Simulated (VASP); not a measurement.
HfN:

```
Hf N
1.0
     0.00000    2.25600    2.25600
     2.25600    0.00000    2.25600
     2.25600    2.25600    0.00000
Hf N
1 1
Cartesian
  0.0000 0.0000 0.0000
  2.2560 2.2560 2.2560
```

- Program: VASP 6.6.1
- Task: relaxation of cell and atoms
- Functional: LDA
- Potentials or basis: VASP PAW LDA potentials, release 64 (Hf_pv, N)
- Cutoff: 600 eV
- k mesh: 14 × 14 × 14
- Occupations: methfessel-paxton, width 0.1 eV
- Spin: no spin polarisation

At the start: pressure -9.6 GPa; volume 11.48 Å³/atom.

Q: Where does the relaxation end?

A: Over 4 steps the energy falls by 11.7 meV/atom and the volume is 11.10 Å³/atom (-3.3 %); space group Fm-3m (No. 225, to 0.05 Å).

Step by step:
| step | energy change (eV) | largest force (eV/Å) | pressure (GPa) | volume (Å³) |
| --- | --- | --- | --- | --- |
| 1 | 0.0000 | 0.0000 | -9.58 | 22.96 |
| 2 | 0.0794 | 0.0000 | 24.11 | 20.76 |
| 3 | -0.0234 | 0.0000 | -0.24 | 22.22 |
| 4 | -0.0234 | 0.0000 | -0.02 | 22.21 |

Final structure:
```yaml
crystal:
  lattice:
    - [0.00000, 2.23097, 2.23097]
    - [2.23097, 0.00000, 2.23097]
    - [2.23097, 2.23097, 0.00000]
  atoms:
    - { symbol: Hf, position: [0.00000, 0.00000, 0.00000] }
    - { symbol: N, position: [0.50000, 0.50000, 0.50000] }
```
